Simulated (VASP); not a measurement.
Given:

```yaml
crystal:
  lattice:
    - [2.41797, -4.18805, 0.00000]
    - [2.41797, 4.18805, 0.00000]
    - [0.00000, 0.00000, 7.91594]
  atoms:
    - { symbol: Ag, position: [0.66667, 0.33333, 0.50017] }
    - { symbol: Ag, position: [0.33333, 0.66667, 0.00017] }
    - { symbol: I, position: [0.66667, 0.33333, 0.87483] }
    - { symbol: I, position: [0.33333, 0.66667, 0.37483] }
```

The numbers are results of vdW-DF2, VASP's PBE PAW potentials (set 64) (plane waves; VASP), not measurements. Run with 520 eV cut-off, 6×6×3 Γ-centred mesh, tetrahedra with Blöchl corrections, potentials Ag I.

Unless said otherwise, spin-orbit coupling is left out, though it shifts the bands of the heavy elements here.

Task: Predict the energy per atom (σ→0), band gap (on the k-mesh) with the smallest direct gap where there is one.

Result: 
```
Property                                     Value
-----------------------------------  -------------
band gap (on the k-mesh)                   1.12 eV
smallest direct gap (on the k-mesh)        1.12 eV
energy per atom (σ→0)                0.206 eV/atom
```

Only differences to runs with the same potentials and settings are physical.

The compound is AgI in the wurtzite structure. It was relaxed first, which changed the volume by +17 %.
